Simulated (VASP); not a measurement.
An input for Ansatz (written as the equivalent of a VASP run, and not itself run):

Ansatz 0.2 input:
```yaml
crystal:
  lattice:
    - [0.0000000, 2.9482839, 2.9482839]
    - [2.9482839, 0.0000000, 2.9482839]
    - [2.9482839, 2.9482839, 0.0000000]
  atoms:
    - { symbol: Ag, position: [0.0000000, 0.0000000, 0.0000000] }
    - { symbol: Br, position: [0.5000000, 0.5000000, 0.5000000] }
kpoints:
  mp_grid: { grid: [6, 6, 6] }
hamiltonian:
  xc: hse06
  pseudopotentials: { kind: paw }
scf:
  occupations: { method: gaussian, width: 0.05 }
  max_iter: 60
output: { forces: true, stress: true, eigenvalues: true }
```

Translate this input to VASP (INCAR, KPOINTS, POSCAR, choice of POTCAR).

Several could match; the one computed here: 
**INCAR**
```
PRECFOCK=Fast
LASPH=.True.   # aspherical one-centre terms
SIGMA=0.05   # width (eV)
EDIFF=1E-6   # SCF stop (eV)
NELM=60   # most electronic steps
ALGO=Normal   # blocked Davidson
SYSTEM=AgBr
ISYM=3
ISMEAR=0   # Gaussian
ISIF=2
ENCUT=520
LREAL=.False.   # projection in real space or not
PREC=Accurate
LWAVE=.False.
HFSCREEN=0.2   # 1/Angstrom
LMAXMIX=4   # l cut-off of mixed one-centre charges
GGA=PE
LCHARG=.False.
LHFCALC=.True.
AEXX=0.25
```

File POSCAR:
```
AgBr
1
    0.0000000000     2.9482839039     2.9482839039
    2.9482839039     0.0000000000     2.9482839039
    2.9482839039     2.9482839039     0.0000000000
Ag Br
1 1
Direct
  0.0000000000   0.0000000000   0.0000000000
  0.5000000000   0.5000000000   0.5000000000
```

KPOINTS:
```
Automatic mesh
0
Gamma
6 6 6
0 0 0
```

POTCAR, in this order: Ag Br (PBE.64 set). Program: vasp_std. Read from the step before: WAVECAR.

The two are equivalent in intent, not identical: each code has its own PAW files, so the cut-off isn't converted (ENCUT is set for VASP's; basis.ecutwfc is left out, and Ansatz then takes the one that its files recommend); Ansatz stops its SCF on the density residual and VASP on the energy change (EDIFF); Ansatz's hse06 screens at 0.11 per bohr (0.208 per Å), slightly more than HFSCREEN = 0.2.

The compound is AgBr in the rock salt structure. This cell is one point of a volume scan, at 1.03 of the reference volume.
